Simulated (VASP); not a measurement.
An input for Ansatz (written as the equivalent of a VASP run, and not itself run):

Ansatz 0.2 input:
```yaml
crystal:
  lattice:
    - [4.4923407, 0.0000000, 0.0000000]
    - [0.0000000, 4.4923407, 0.0000000]
    - [0.0000000, 0.0000000, 6.2971973]
  atoms:
    - { symbol: Al, position: [0.0000000, 0.0000000, 0.0000000] }
    - { symbol: In, position: [0.5000000, 0.5000000, 0.5000000] }
    - { symbol: Sb, position: [0.0000000, 0.5000000, 0.2333800] }
    - { symbol: Sb, position: [0.5000000, 0.0000000, 0.7666200] }
kpoints:
  mp_grid: { grid: [5, 5, 3] }
hamiltonian:
  xc: r2scan
  pseudopotentials: { kind: paw }
scf:
  occupations: { method: gaussian, width: 0.05 }
  max_iter: 100
relax:
  max_steps: 60
  f_tol: 0.02
  cell: {}
output: { forces: true, stress: true, eigenvalues: true }
```

Task: Write the VASP files for the same calculation (r2SCAN).

Result: One answer among several that fit: 
**KPOINTS**
```
Automatic mesh
0
Gamma
5 5 3
0 0 0
```

INCAR:
```
! general
SYSTEM   =  AlInSb2
PREC     =  Accurate
ENCUT    =  400
LREAL    =  .FALSE.
LASPH    =  .TRUE.   ! aspherical one-centre terms

! electronic loop
EDIFF    =  1E-6
NELM     =  100   ! most electronic steps
ALGO     =  Normal
LMAXMIX  =  4   ! l cut-off of mixed one-centre charges
LMIXTAU  =  .TRUE.

! smearing
ISMEAR   =  0
SIGMA    =  0.05

! functional
METAGGA  =  R2SCAN

! ions
IBRION   =  2   ! conjugate gradients
NSW      =  60
ISIF     =  3
EDIFFG   =  -0.02   ! ionic stop

! output
LWAVE    =  .FALSE.
LCHARG   =  .FALSE.
```

### POSCAR
```
AlInSb2
1
    4.4923406530     0.0000000000    -0.0000000000
    0.0000000000     4.4923406530     0.0000000000
    0.0000000000     0.0000000000     6.2971972538
Al In Sb
1 1 2
Direct
  0.0000000000   0.0000000000   0.0000000000
  0.5000000000   0.5000000000   0.5000000000
  0.0000000000   0.5000000000   0.2333799697
  0.5000000000   0.0000000000   0.7666200303
```

POTCAR, in this order: Al In_d Sb (PBE.64 set). Program: vasp_std.

What does not carry over: each code has its own PAW files, so the cut-off isn't converted (ENCUT is set for VASP's; basis.ecutwfc is left out, and Ansatz then takes the one that its files recommend); Ansatz stops its SCF on the density residual and VASP on the energy change (EDIFF).

The structure comes from a computed database's AlInSb2 entry (P-4m2); how it stands against other phases isn't given here. This run relaxes it. Symmetry was kept, so distortions that lower it aren't found. The start is the result of an earlier pass.
